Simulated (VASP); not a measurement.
**Be4TeSe3: relaxation of cell and atoms with PBE**

Be4TeSe3:

```
Be Te Se
1.0
     5.31400    0.00000    0.00000
     0.00000    5.31400    0.00000
     0.00000    0.00000    5.31400
Be Te Se
4 1 3
Cartesian
  1.2770 1.2770 1.2770
  4.0370 4.0370 1.2770
  4.0370 1.2770 4.0370
  1.2770 4.0370 4.0370
  2.6570 2.6570 2.6570
  2.6570 0.0000 0.0000
  0.0000 2.6570 0.0000
  0.0000 0.0000 2.6570
```

The cell was built by a generator and needn't be a form met in nature.

- Program: VASP 6.6.1
- Task: relaxation of cell and atoms
- Functional: PBE
- Potentials or basis: VASP PAW PBE potentials, release 64 (Be, Te, Se)
- Cutoff: 520 eV
- k mesh: 6 × 6 × 6
- Occupations: gaussian, width 0.03 eV
- Spin: no spin polarisation
- Further INCAR settings: ALGO = Normal; EDIFF = 1e-06; IBRION = 2; EDIFFG = -0.01; NSW = 90; ISIF = 3

```
Relaxed volume                         : 18.69 Å³/atom
Relaxed cell                           : a = 5.308 Å, b = 5.308 Å, c = 5.308 Å, α = 90.00°, β = 90.00°, γ = 90.00°
Space group after relaxing (to 0.05 Å) : P-43m (No. 215)
Energy gained by relaxing              : 0.0 meV/atom
Ionic steps                            : 2
Pressure after relaxing                : 0.0 GPa
Largest force after relaxing           : 0.009 eV/Å
Band gap on the k mesh                 : 2.07 eV, direct
```

Forces on the atoms (eV/Å):
```
Be  -0.005 -0.005 -0.005
Be   0.005  0.005 -0.005
Be   0.005 -0.005  0.005
Be  -0.005  0.005  0.005
Te   0.000  0.000  0.000
Se   0.000  0.000  0.000
Se   0.000  0.000  0.000
Se   0.000  0.000  0.000
```

The path:
```tsv
step	energy change (eV)	largest force (eV/Å)	pressure (GPa)	volume (Å³)
1	0.0000	0.0153	-0.20	150.06
2	-0.0003	0.0094	0.03	149.56
```

Final structure:
```
Be Te Se
1.0
     5.30804    0.00000    0.00000
     0.00000    5.30804    0.00000
     0.00000    0.00000    5.30804
Be Te Se
4 1 3
Direct
  0.24023 0.24023 0.24023
  0.75977 0.75977 0.24023
  0.75977 0.24023 0.75977
  0.24023 0.75977 0.75977
  0.50000 0.50000 0.50000
  0.50000 0.00000 0.00000
  0.00000 0.50000 0.00000
  0.00000 0.00000 0.50000
```

Levels at points of the mesh, in eV from the valence-band top:
| k point | band 12 | band 13 | band 14 | band 15 | band 16 | band 17 | band 18 | band 19 | band 20 | band 21 |
| --- | --- | --- | --- | --- | --- | --- | --- | --- | --- | --- |
| (0.00, 0.00, 0.00) | -2.59 | -2.59 | 0.00 | 0.00 | 0.00 | 2.07 | 2.44 | 2.44 | 3.69 | 3.69 |
| (0.50, 0.00, 0.00) | -2.74 | -2.01 | -2.01 | -1.33 | -1.33 | 3.19 | 3.51 | 5.01 | 5.31 | 5.64 |
| (0.50, 0.50, 0.00) | -2.70 | -1.71 | -1.45 | -0.85 | -0.85 | 4.40 | 4.40 | 4.43 | 5.07 | 6.43 |
| (0.50, 0.50, 0.50) | -1.40 | -1.40 | -0.56 | -0.56 | -0.56 | 3.52 | 3.52 | 3.52 | 4.68 | 5.39 |

It took 26 s on 2 MPI ranks on Intel(R) Xeon(R) Platinum 8559C (Emerald Rapids), with other jobs on the host, peak memory 0.27 GiB a rank.

Caveat: spin-orbit coupling is left out, which moves the levels of the heavy elements. A k mesh can miss the band edges.
